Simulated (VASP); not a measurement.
**Be4B2Se: single point with PBE**

Be4B2Se:

```
Be B Se
1.0
    -1.77527    1.77527    6.22732
     1.77527   -1.77527    6.22732
     1.77527    1.77527   -6.22732
Be B Se
4 2 1
Cartesian
  0.0000 0.0000 4.0790
  0.0000 0.0000 8.3756
  0.0000 1.7753 0.0000
  1.7753 0.0000 0.0000
  0.0000 0.0000 1.7038
  0.0000 0.0000 10.7508
  0.0000 0.0000 6.2273
```

The cell was built by a generator and needn't be a form met in nature.

* Program: VASP 6.6.1
* Task: single point
* Functional: PBE
* Potentials or basis: VASP PAW PBE potentials, release 64 (Be, B, Se)
* Cutoff: 520 eV
* k mesh: 11 × 11 × 11
* Occupations: fermi-dirac, width 0.05 eV
* Spin: no spin polarisation
* Further INCAR settings: ALGO = Normal; EDIFF = 1e-07; NBANDS = 19

```
Pressure               : 23.5 GPa
Largest force          : 2.748 eV/Å
Band gap on the k mesh : none (metal or under the smearing width)
```

Forces in eV/Å, atoms in the order of the input:
```
Be   0.000  0.000 -2.748
Be   0.000  0.000  2.748
Be   0.000  0.000  0.000
Be   0.000  0.000  0.000
B    0.000  0.000  0.966
B    0.000  0.000 -0.966
Se   0.000  0.000  0.000
```

Stress tensor (GPa, compression positive):
```
35.04  0.00  0.00
 0.00 35.04  0.00
 0.00  0.00  0.32
```

Levels at points of the mesh, in eV from the Fermi level:
| k point | band 7 | band 8 | band 9 | band 10 | band 11 | band 12 | band 13 | band 14 |
| --- | --- | --- | --- | --- | --- | --- | --- | --- |
| (0.00, 0.00, 0.00) | -2.72 | -0.46 | -0.46 | 1.53 | 1.53 | 1.54 | 1.83 | 1.92 |

It took 5.4 min on 1 thread of Intel(R) Xeon(R) Platinum 8488C (Sapphire Rapids), on a shared host, peak memory 0.46 GiB.

Caveat: so large a pressure means that the cell lies far from this level's equilibrium, or that cutoff or potentials fall short; forces of over 1 eV/Å show positions far from the minimum, so gaps and moduli don't describe the material at rest.
